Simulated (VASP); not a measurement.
Set up this calculation in VASP 6.6.1, as the native input.

```
Task                   : dielectric tensor
Functional             : PBE
Dispersion             : D3(BJ)
Potentials or basis    : VASP PAW PBE potentials, release 64 (Cd, S)
Cutoff                 : 520 eV
k mesh                 : 10 × 10 × 10
Occupations            : gaussian, width 0.02 eV
Spin                   : no spin polarisation
Further INCAR settings : ALGO = Fast; EDIFF = 1e-07
```

The structure of CdS lies in POSCAR:

```
CdS                                     
1.0
    0.0000000000      2.9319788779      2.9319788779
    2.9319788779      0.0000000000      2.9319788779
    2.9319788779      2.9319788779      0.0000000000
  Cd              S             
     1     1
Direct
     0.0000000000000000    0.0000000000000000    0.0000000000000000
     0.2500000000000000    0.2500000000000000    0.2500000000000000
```

One way to write it, as run:

INCAR

```
PREC = Accurate
ENCUT = 520
EDIFF = 1E-7
ISMEAR = 0
SIGMA = 0.02
LREAL = False
LASPH = True
NELM = 60
ALGO = Fast
ISIF = 2
LWAVE = False
LCHARG = False
GGA = PE
IVDW = 12
LEPSILON = True
```

KPOINTS

```
Automatic mesh
0
Gamma
  10 10 10
```

Potentials or basis: VASP PAW PBE potentials, release 64 (Cd, S).

Run with:

```console
$ cat potpaw_PBE.64/Cd/POTCAR potpaw_PBE.64/S/POTCAR > POTCAR
$ mpirun -np 1 vasp_std > vasp.out
```

It gave:

| Property | Result |
| --- | --- |
| Band gap on the k mesh | 1.11 eV, direct |
| Electronic dielectric tensor (diagonal) | 6.30 |
| Born charges (mean of the diagonal) | Cd +2.21; S -2.21 e |
| Dispersion energy per atom | -0.301 eV |

It took 3.2 min on 1 thread of Intel(R) Xeon(R) Platinum 8559C (Emerald Rapids) (shared host), peak memory 0.4 GiB.
